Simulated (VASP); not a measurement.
Zr2CrN2:

```
Zr Cr N
1.0
    -1.62500    1.62500    5.96500
     1.62500   -1.62500    5.96500
     1.62500    1.62500   -5.96500
Zr Cr N
2 1 2
Direct
  0.65500 0.65500 0.00000
  0.34500 0.34500 0.00000
  0.00000 0.00000 0.00000
  0.16000 0.16000 0.00000
  0.84000 0.84000 0.00000
```

The cell was built by a generator and needn't be a form met in nature.

```yaml
Program: VASP 6.6.1
Task: relaxation of cell and atoms
Functional: PBE
Potentials_or_basis: VASP PAW PBE potentials, release 64 (Zr_sv, Cr_pv, N)
Cutoff: 520 eV
k_mesh: 6 × 6 × 6
Occupations: gaussian, width 0.15 eV
Spin: collinear spin, ferromagnetic start
Starting_moments: "[0.0, 0.0, 3.0, 0.0, 0.0] μB"
```

At the start: pressure 0.9 GPa; volume 12.60 Å³/atom.

Q: Where does the relaxation end?

A: Over 6 steps the energy falls by 12.7 meV/atom and the volume is 12.52 Å³/atom (-0.6 %); space group I4/mmm (No. 139, to 0.05 Å); moment 0.06 μB per cell.

The path:
```
step  energy change (eV)  largest force (eV/Å)  pressure (GPa)  volume (Å³)
   1              0.0000                0.8250            0.85        63.01
   2             -0.0426                0.2933           -2.66        63.62
   3             -0.0442                0.1337           -3.87        63.82
   4             -0.0626                0.1039           -0.39        62.70
   5             -0.0626                0.1034           -0.29        62.67
   6             -0.0634                0.0551           -0.19        62.61
```

Final structure:
```xyz
5
Lattice="-1.6228 1.6228 5.9438 1.6228 -1.6228 5.9438 1.6228 1.6228 -5.9438" Properties=species:S:1:pos:R:3 pbc="T T T"
Zr    0.0000    0.0000    7.7114
Zr    0.0000    0.0000    4.1761
Cr    0.0000    0.0000    0.0000
N     0.0000    0.0000    1.9258
N     1.6228    1.6228    4.0180
```

Caveat: the k mesh is coarse (spacing up to 0.46 Å⁻¹), so the values aren't converged; the relaxation stopped at a loose force limit of 0.08 eV/Å, so its end isn't a converged minimum.
